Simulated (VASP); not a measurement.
Crystal: Ca2ZrN2.

```xyz
5
Lattice="2.8143 -3.1438 0.0000 2.8143 3.1438 0.0000 0.0000 0.0000 5.7005" Properties=species:S:1:pos:R:3 pbc="T T T"
Ca    2.8143    0.0000    0.0000
Ca    0.0000    0.0000    2.8503
Zr    0.0000    0.0000    0.0000
N     1.4071    1.5719    0.0000
N     1.4071   -1.5719    0.0000
```

The cell was built by a generator and needn't be a form met in nature.

| Property | Result |
| --- | --- |
| Program | VASP 6.6.1 |
| Task | relaxation of cell and atoms |
| Functional | PBE |
| Potentials or basis | VASP PAW PBE potentials, release 64 (Ca_sv, Zr_sv, N) |
| Cutoff | 520 eV |
| k mesh | 3 × 3 × 3 |
| Occupations | gaussian, width 0.15 eV |
| Spin | no spin polarisation |

At the start: pressure 24.8 GPa; volume 20.17 Å³/atom.

Task: Where does the relaxation end?

Result: Over 11 steps the energy falls by 426.2 meV/atom and the volume is 26.34 Å³/atom (+30.6 %); space group Cmmm (No. 65, to 0.05 Å).

The path:
```csv
step,energy change (eV),largest force (eV/Å),pressure (GPa),volume (Å³)
1,0.0000,0.0000,24.83,100.87
2,-0.1352,0.0000,-10.16,153.05
3,-1.7671,0.0000,0.73,123.35
4,-1.7687,0.0000,0.53,124.07
5,-2.0891,0.0000,0.03,128.73
6,-2.0989,0.0000,-0.04,129.75
7,-2.1261,0.0000,0.71,129.94
8,-2.1264,0.0000,0.91,129.95
9,-2.1264,0.0000,0.96,129.97
10,-2.1294,0.0000,-0.38,132.90
11,-2.1312,0.0000,-0.02,131.70
```

Final structure:
```cif
data_structure
_symmetry_space_group_name_H-M 'P 1'
_symmetry_Int_Tables_number 1
_cell_length_a 4.5107
_cell_length_b 4.5107
_cell_length_c 6.4732
_cell_angle_alpha 90.000
_cell_angle_beta 90.000
_cell_angle_gamma 90.398
_cell_volume 131.70
loop_
_atom_site_label
_atom_site_type_symbol
_atom_site_fract_x
_atom_site_fract_y
_atom_site_fract_z
_atom_site_occupancy
Ca1 Ca 0.50000 0.50000 0.00000 1
Ca2 Ca 0.00000 0.00000 0.50000 1
Zr1 Zr 0.00000 0.00000 0.00000 1
N1 N 0.00000 0.50000 0.00000 1
N2 N 0.50000 0.00000 0.00000 1
```

Caveat: the k mesh is coarse (spacing up to 0.50 Å⁻¹), so the values aren't converged; the volume moved by over 15 % at a fixed basis, so the end points are rough; the relaxation stopped at a loose force limit of 0.08 eV/Å, so its end isn't a converged minimum.
